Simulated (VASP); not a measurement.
An input for Ansatz (written as the equivalent of a VASP run, and not itself run):

Ansatz 0.2 input:
```yaml
crystal:
  lattice:
    - [5.5133940, 3.1831600, 1.4542020]
    - [-5.5133940, 3.1831600, 1.4542020]
    - [0.0000000, -6.3663180, 1.4542020]
  atoms:
    - { symbol: S, position: [0.2509000, 0.1483000, 0.9173000] }
    - { symbol: S, position: [0.9173000, 0.2509000, 0.1483000] }
    - { symbol: S, position: [0.1483000, 0.9173000, 0.2509000] }
    - { symbol: S, position: [0.7491000, 0.8517000, 0.0827000] }
    - { symbol: S, position: [0.0827000, 0.7491000, 0.8517000] }
    - { symbol: S, position: [0.8517000, 0.0827000, 0.7491000] }
kpoints:
  mp_grid: { grid: [6, 6, 6] }
hamiltonian:
  xc: pbesol
  pseudopotentials: { kind: paw }
scf:
  occupations: { method: fermi_dirac, width: 0.136 }
  max_iter: 100
output: { forces: true, stress: true, eigenvalues: true }
```

Question: Write the VASP files for the same calculation (PBEsol).

Answer: Several could match; the one computed here: 
POSCAR:
```
S
1.0
  5.5133940000   3.1831600000   1.4542020000
 -5.5133940000   3.1831600000   1.4542020000
  0.0000000000  -6.3663180000   1.4542020000
S
6
direct
  0.2509000000   0.1483000000   0.9173000000
  0.9173000000   0.2509000000   0.1483000000
  0.1483000000   0.9173000000   0.2509000000
  0.7491000000   0.8517000000   0.0827000000
  0.0827000000   0.7491000000   0.8517000000
  0.8517000000   0.0827000000   0.7491000000
```

### INCAR
```
# general
SYSTEM = S
PREC   = Accurate
ENCUT  = 300
LREAL  = .FALSE.   # projection in real space or not
LASPH  = .TRUE.

# electronic loop
EDIFF  = 1E-6
NELM   = 100
ALGO   = Normal   # blocked Davidson

# smearing
ISMEAR = -1   # Fermi-Dirac
SIGMA  = 0.136   # width (eV)

# functional
GGA    = PS

# ions
ISIF   = 2   # forces and stress, cell fixed

# output
LWAVE  = .FALSE.
LCHARG = .FALSE.
```

### KPOINTS
```
kpoints
0
gamma
  6 6 6
0 0 0
```

POTCAR, in this order: S (PBE.64 set). Program: vasp_std.

What does not carry over: each code has its own PAW files, so the cut-off isn't converted (ENCUT is set for VASP's; basis.ecutwfc is left out, and Ansatz then takes the one that its files recommend); Ansatz stops its SCF on the density residual and VASP on the energy change (EDIFF).

The structure comes from a measured S entry of the Crystallography Open Database, whose conditions weren't checked. The cell was not relaxed at this level.
